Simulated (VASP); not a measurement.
An input for Quantum ESPRESSO's pw.x (written as the equivalent of a VASP run, and not itself run):

```
&CONTROL
  calculation = 'vc-relax'
  pseudo_dir = './pseudo'
  outdir = './out'
  tprnfor = .true.
  tstress = .true.
  nstep = 30
  forc_conv_thr = 0.00039
/
&SYSTEM
  ibrav = 0
  nat = 2
  ntyp = 2
  ecutwfc = 90
  occupations = 'smearing'
  smearing = 'methfessel-paxton'
  degauss = 0.00735
  input_dft = 'vdw-df2-b86r'
  nspin = 2
  starting_magnetization(1) = 0.29
  starting_magnetization(2) = 0.03
/
&ELECTRONS
  conv_thr = 7.3e-09
  electron_maxstep = 100
/
&IONS
/
&CELL
  cell_dofree = 'shape'
/
ATOMIC_SPECIES
  Fe 55.845 Fe.upf
  Pt 195.084 Pt.upf
CELL_PARAMETERS angstrom
     2.7616237    0.0000000    0.0000000
     0.0000000    2.7616237    0.0000000
     0.0000000    0.0000000    3.8131524
ATOMIC_POSITIONS crystal
  Fe   1.0000000  0.0000000  0.0000000
  Pt   0.5000000  0.5000000  0.5000000
K_POINTS automatic
  13 13 10 0 0 0
```

### Question
Write the VASP files for the same calculation (rev-vdW-DF2).

### Answer
This is not unique; one that fits is 
### INCAR
```
! general
SYSTEM   = FePt
PREC     = Accurate
ENCUT    = 520   ! plane-wave cut-off (eV)
LREAL    = .FALSE.   ! projection in real space or not
LASPH    = .TRUE.   ! aspherical one-centre terms

! electronic loop
EDIFF    = 1E-7
NELM     = 100   ! most electronic steps
ALGO     = Normal   ! blocked Davidson
LMAXMIX  = 6   ! l cut-off of mixed one-centre charges

! smearing
ISMEAR   = 1   ! Methfessel-Paxton
SIGMA    = 0.1   ! width (eV)

! functional
GGA      = MK
LUSE_VDW = .TRUE.
AGGAC    = 0.0
PARAM1   = 0.1234568
PARAM2   = 0.7114
ZAB_VDW  = -1.8867

! spin
ISPIN    = 2
MAGMOM   = 2.9 0.3

! ions
IBRION   = 2   ! conjugate gradients
NSW      = 30   ! most ionic steps
ISIF     = 4   ! ions and shape, fixed volume
EDIFFG   = -0.01   ! ionic stop

! output
LWAVE    = .FALSE.
LCHARG   = .FALSE.
LORBIT   = 10
```

File KPOINTS:
```
Automatic mesh
0
Gamma
13 13 10
0 0 0
```

POSCAR:
```
FePt
1.0
  2.7616236733   0.0000000000   0.0000000000
  0.0000000000   2.7616236733   0.0000000000
  0.0000000000   0.0000000000   3.8131523741
Fe Pt
1 1
Cart
  2.7616236733   0.0000000000   0.0000000000
  1.3808118366   1.3808118366   1.9065761870
```

POTCAR, in this order: Fe Pt (PBE.64 set). Program: vasp_std.

The two are equivalent in intent, not identical: the potentials are each code's own (VASP's PAW set, PseudoDojo norm-conserving files in pw.x), so ENCUT and ecutwfc are chosen apart and not converted; conv_thr bounds pw.x's estimated SCF error, while EDIFF bounds the energy change between steps; starting_magnetization is a fraction of the valence charge and MAGMOM a moment in μB, so they match only roughly; forc_conv_thr acts on force components and is met together with etot_conv_thr.

The compound is FePt in the L1_0 structure. This cell is one point of a volume scan, at 1.06 of the reference volume. Symmetry was kept, so distortions that lower it aren't found.
